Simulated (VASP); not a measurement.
Input:

```xyz
2
Lattice="3.2371 0.0000 0.0000 0.0000 3.2371 0.0000 0.0000 0.0000 3.2371" Properties=species:S:1:pos:R:3 pbc="T T T"
In     1.6186     1.6186     1.6186
Pd     0.0000     0.0000     0.0000
```

These are PBE GGA with D3 dispersion (zero damping), VASP's PBE PAW potentials (set 64) (plane waves; VASP) values and carry that method's errors. Settings: 520 eV cut-off, 11×11×11 Γ-centred mesh, first-order Methfessel-Paxton smearing of 0.10 eV, potentials In_d Pd.

Unless said otherwise, spin-orbit coupling is left out, though it shifts the bands of the heavy elements here.

What does the run give for the energy per atom (σ→0), pressure, band gap (on the k-mesh) with the smallest direct gap where there is one?

```json
{
  "band gap (on the k-mesh)": "none (metal, semimetal or under 0.01 eV)",
  "energy per atom (σ→0)": "-4.787 eV/atom",
  "pressure": "3.74 GPa"
}
```

The absolute energy has meaning only against runs of the same code, potentials and settings.

The compound is PdIn in the CsCl type structure. This cell is one point of a volume scan, at 0.97 of the reference volume. The electron count is odd and the run is not spin-polarised, which forces a metal.
